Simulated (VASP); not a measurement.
VASP input:

### INCAR
```
# general
SYSTEM  = Al3Sc
PREC    = Accurate
ENCUT   = 480   # plane-wave cut-off (eV)
LREAL   = .FALSE.   # projection in real space or not
LASPH   = .TRUE.   # aspherical one-centre terms

# electronic loop
EDIFF   = 1E-7
NELM    = 100
ALGO    = Normal
LMAXMIX = 4   # l cut-off of mixed one-centre charges

# smearing
ISMEAR  = 1
SIGMA   = 0.1   # width (eV)

# functional
GGA     = PE   # PBE

# ions
IBRION  = 2   # conjugate gradients
NSW     = 40
ISIF    = 3
EDIFFG  = -0.01
PSTRESS = 100

# output
LWAVE   = .FALSE.
LCHARG  = .FALSE.
```

### POSCAR
```
Al3Sc
1.0
  4.1063577754   0.0000000000   0.0000000000
  0.0000000000   4.1063577754   0.0000000000
  0.0000000000   0.0000000000   4.1063577754
Sc Al
1 3
direct
  0.0000000000   0.0000000000   0.0000000000
  0.0000000000   0.5000000000   0.5000000000
  0.5000000000   0.0000000000   0.5000000000
  0.5000000000   0.5000000000   0.0000000000
```

KPOINTS:
```
K-points
0
gamma
8 8 8
```

POTCAR, in this order: Sc_sv Al (PBE.64 set). Program: vasp_std.

Problem. Write an equivalent input for Quantum ESPRESSO's pw.x.

Solution. One equivalent input (not run):
```
&CONTROL
  calculation = 'vc-relax'
  pseudo_dir = './pseudo'
  outdir = './out'
  tprnfor = .true.
  tstress = .true.
  nstep = 40
  forc_conv_thr = 0.00039
/
&SYSTEM
  ibrav = 0
  nat = 4
  ntyp = 2
  ecutwfc = 78
  occupations = 'smearing'
  smearing = 'methfessel-paxton'
  degauss = 0.00735
  input_dft = 'pbe'
/
&ELECTRONS
  conv_thr = 7.3e-09
  electron_maxstep = 100
/
&IONS
/
&CELL
  press = 100
/
ATOMIC_SPECIES
  Sc 44.956 Sc.upf
  Al 26.982 Al.upf
CELL_PARAMETERS angstrom
     4.1063578    0.0000000   -0.0000000
     0.0000000    4.1063578    0.0000000
     0.0000000    0.0000000    4.1063578
ATOMIC_POSITIONS crystal
  Sc   0.0000000  0.0000000  0.0000000
  Al   0.0000000  0.5000000  0.5000000
  Al   0.5000000  0.0000000  0.5000000
  Al   0.5000000  0.5000000  0.0000000
K_POINTS automatic
  8 8 8 0 0 0
```
Limits of the translation: the potentials are each code's own (VASP's PAW set, PseudoDojo norm-conserving files in pw.x), so ENCUT and ecutwfc are chosen apart and not converted; conv_thr bounds pw.x's estimated SCF error, while EDIFF bounds the energy change between steps; forc_conv_thr acts on force components and is met together with etot_conv_thr.

The compound is Al3Sc in the L1_2 structure. This run relaxes it under an external pressure of 10 GPa. Symmetry was kept, so distortions that lower it aren't found.
